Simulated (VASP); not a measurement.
```cif
data_Cu4I4
_chemical_formula_sum 'Cu4 I4'
_space_group_name_H-M_alt 'F-43m'
_space_group_IT_number 216
_space_group_name_Hall 'F -4 2 3'
_cell_length_a 6.01861
_cell_length_b 6.01861
_cell_length_c 6.01861
_cell_angle_alpha 90.000
_cell_angle_beta 90.000
_cell_angle_gamma 90.000
loop_
_atom_site_label
_atom_site_type_symbol
_atom_site_symmetry_multiplicity
_atom_site_Wyckoff_symbol
_atom_site_fract_x
_atom_site_fract_y
_atom_site_fract_z
_atom_site_occupancy
Cu1 Cu 4 a 0.00000 0.00000 0.00000 1
I1 I 4 d 0.75000 0.75000 0.75000 1
```
(The calculation used a cell of 2 atoms; values per cell refer to that cell.)

The numbers are results of optB86b-vdW, VASP's PBE PAW potentials (set 64) (plane waves; VASP), not measurements. Numerical set-up: 520 eV cut-off, 8×8×8 Γ-centred mesh, Gaussian smearing of 0.050 eV, potentials Cu I.

Task: Give the energy at these volumes per atom, relative to the lowest: 25.59, 26.40, 27.22, 28.04, 28.85 Å³.

Result: 15.9, 3.9, 0.0, 2.9, 11.5 meV/atom. A third-order Birch-Murnaghan fit gives B0 = 43.9 GPa and B0′ = 5.2.

The compound is CuI in the zinc blende structure. It was relaxed first.
